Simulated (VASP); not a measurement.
Input:

```yaml
crystal:
  lattice:
    - [4.32979, 0.00000, 0.00000]
    - [-2.16489, 3.74971, 0.00000]
    - [0.00000, 0.00000, 5.04750]
  atoms:
    - { symbol: Ba, position: [0.33333, 0.66667, 0.00078] }
    - { symbol: Ga, position: [0.00000, 0.00000, 0.54410] }
    - { symbol: Ge, position: [0.66667, 0.33333, 0.44898] }
    - { symbol: H, position: [0.00000, 0.00000, 0.88603] }
```

Computed with PBEsol GGA, VASP's PBE PAW potentials (set 64) (plane waves; VASP 6.6.1). Settings: 400 eV cut-off, Gaussian smearing of 0.050 eV, potentials Ba_sv Ga_d Ge_d H.

Unless said otherwise, spin-orbit coupling is left out, though it shifts the bands of the heavy elements here.

### Question
Give the energies of bands 16 to 22 at the high-symmetry points, in eV from the valence-band maximum.

### Answer

```csv
band,Γ,M,K,A,L,H
16,-4.45,-6.89,-6.76,-5.69,-6.23,-7.07
17,-1.14,-3.29,-3.51,-0.21,-3.66,-3.38
18,-0.75,-1.45,-2.91,-0.21,-2.06,-2.51
19,-0.75,-0.61,-0.88,-0.14,-1.03,-0.69
20,0.31,0.41,1.03,0.23,1.58,3.48
21,3.45,1.93,2.74,1.61,3.64,3.66
22,3.45,3.09,3.82,1.61,4.15,4.06
```

The gap is indirect, 0.23 eV, from the valence maximum at A-L at 0.11 to the conduction minimum at A.

The structure comes from a computed database's BaGaGeH entry (P3m1); how it stands against other phases isn't given here. It was relaxed first, which changed the volume by -6 %.
